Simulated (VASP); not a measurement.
## Lu3AlN4: relaxation of cell and atoms with PBE

Lu3AlN4:

```
Lu Al N
1.0
     3.32376    0.00000    0.00000
     0.00000    3.32376    0.00000
     0.00000    0.00000    9.33319
Lu Al N
3 1 4
Direct
  0.50000 0.50000 0.74753
  0.00000 0.00000 0.50000
  0.50000 0.50000 0.25247
  0.00000 0.00000 0.00000
  0.00000 0.00000 0.25170
  0.50000 0.50000 0.00000
  0.00000 0.00000 0.74830
  0.50000 0.50000 0.50000
```

The cell was built by a generator and needn't be a form met in nature.

```
Program                : VASP 6.6.1
Task                   : relaxation of cell and atoms
Functional             : PBE
Potentials or basis    : VASP PAW PBE potentials, release 64 (Lu, Al, N)
Cutoff                 : 520 eV
k mesh                 : 4 × 4 × 2
Occupations            : gaussian, width 0.15 eV
Spin                   : no spin polarisation
Further INCAR settings : PREC = Normal; ALGO = Fast; EDIFF = 0.0001; IBRION = 2; EDIFFG = -0.08; NSW = 24; ISIF = 3
```

| Quantity | Value |
| --- | --- |
| Relaxed volume | 12.64 Å³/atom |
| Relaxed cell | a = 3.321 Å, b = 3.321 Å, c = 9.173 Å, α = 90.00°, β = 90.00°, γ = 90.00° |
| Space group after relaxing (to 0.05 Å) | P4/mmm (No. 123) |
| Energy gained by relaxing | 53.9 meV/atom |
| Ionic steps | 13 |
| Pressure after relaxing | -0.5 GPa |
| Largest force after relaxing | 0.080 eV/Å |
| Band gap on the k mesh | 0.08 eV, direct |

Forces on the atoms (eV/Å):
```
Lu   0.000  0.000  0.080
Lu   0.000  0.000  0.000
Lu   0.000  0.000 -0.080
Al   0.000  0.000  0.000
N    0.000  0.000  0.033
N    0.000  0.000  0.000
N    0.000  0.000 -0.033
N    0.000  0.000  0.000
```

Stress tensor (GPa, compression positive):
```
-0.29  0.00  0.00
 0.00 -0.29  0.00
 0.00  0.00 -0.88
```

The path:
```
step  energy change (eV)  largest force (eV/Å)  pressure (GPa)  volume (Å³)
   1              0.0000                1.4029           -2.57       103.11
   2             -0.2183                1.0233           -1.28       100.06
   3             -0.1672                1.1943            6.39        96.52
   4             -0.2405                1.1233            5.98        98.26
   5             -0.2428                1.0923            4.98        98.91
   6             -0.3564                0.8008            1.50       100.50
   7             -0.3875                0.6615           -0.46       101.88
   8             -0.3879                0.7269           -0.20       102.07
   9             -0.4223                0.1469           -2.18       102.09
  10             -0.4240                0.0880           -2.07       102.10
  11             -0.4274                0.1452            1.04       100.33
  12             -0.4308                0.0992           -0.01       101.11
  13             -0.4311                0.0795           -0.49       101.14
```

Final structure:
```cif
data_structure
_symmetry_space_group_name_H-M 'P 1'
_symmetry_Int_Tables_number 1
_cell_length_a 3.3206
_cell_length_b 3.3206
_cell_length_c 9.1728
_cell_angle_alpha 90.000
_cell_angle_beta 90.000
_cell_angle_gamma 90.000
_cell_volume 101.14
loop_
_atom_site_label
_atom_site_type_symbol
_atom_site_fract_x
_atom_site_fract_y
_atom_site_fract_z
_atom_site_occupancy
Lu1 Lu 0.50000 0.50000 0.76251 1
Lu2 Lu 0.00000 0.00000 0.50000 1
Lu3 Lu 0.50000 0.50000 0.23749 1
Al1 Al 0.00000 0.00000 0.00000 1
N1 N 0.00000 0.00000 0.22999 1
N2 N 0.50000 0.50000 0.00000 1
N3 N 0.00000 0.00000 0.77001 1
N4 N 0.50000 0.50000 0.50000 1
```

Levels at points of the mesh, in eV from the valence-band top:
| k point | band 47 | band 48 | band 49 | band 50 | band 51 | band 52 |
| --- | --- | --- | --- | --- | --- | --- |
| (0.00, 0.00, 0.00) | -0.04 | 0.00 | 0.00 | 0.08 | 1.23 | 1.81 |
| (0.50, 0.00, 0.00) | -1.92 | -1.31 | -1.28 | 4.05 | 4.71 | 4.98 |
| (0.50, 0.50, 0.00) | -0.74 | -0.74 | -0.38 | 0.38 | 0.38 | 2.80 |
| (0.00, 0.00, 0.50) | -0.32 | -0.30 | -0.30 | 0.15 | 0.99 | 2.32 |
| (0.50, 0.00, 0.50) | -1.81 | -1.48 | -1.32 | 3.87 | 4.37 | 5.40 |
| (0.50, 0.50, 0.50) | -1.60 | -1.47 | -1.47 | 1.51 | 1.51 | 2.97 |

It took 3.1 min on 4 MPI ranks on Intel(R) Xeon(R) 6975P-C (Granite Rapids) (shared host), peak memory 0.2 GiB a rank.

Caveat: the k mesh is coarse (spacing up to 0.47 Å⁻¹), so the values aren't converged; spin-orbit coupling is left out, which moves the levels of the heavy elements; the relaxation stopped at a loose force limit of 0.08 eV/Å, so its end isn't a converged minimum. A k mesh can miss the band edges.
